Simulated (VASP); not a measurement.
```yaml
crystal:
  lattice:
    - [3.80770, 0.00000, 0.00000]
    - [0.00000, 3.80770, 0.00000]
    - [0.00000, 0.00000, 3.80770]
  atoms:
    - { symbol: Cs, position: [0.00000, 0.00000, 0.00000] }
    - { symbol: H, position: [0.50000, 0.50000, 0.50000] }
```

Calculation: r2SCAN meta-GGA, VASP's PBE PAW potentials (set 64) (plane waves; VASP). Numerical set-up: 400 eV cut-off, 9×9×9 Γ-centred mesh, Gaussian smearing of 0.010 eV, potentials Cs_sv H.

### Question
What does the run give for the energy per atom (σ→0)?

### Answer

```
Property                        Result
---------------------  ---------------
energy per atom (σ→0)  -14.476 eV/atom
```

Total energies compare only between runs with the same potentials, cut-off and functional.

The structure comes from a computed database's CsH entry (Pm-3m); how it stands against other phases isn't given here. It was relaxed first.
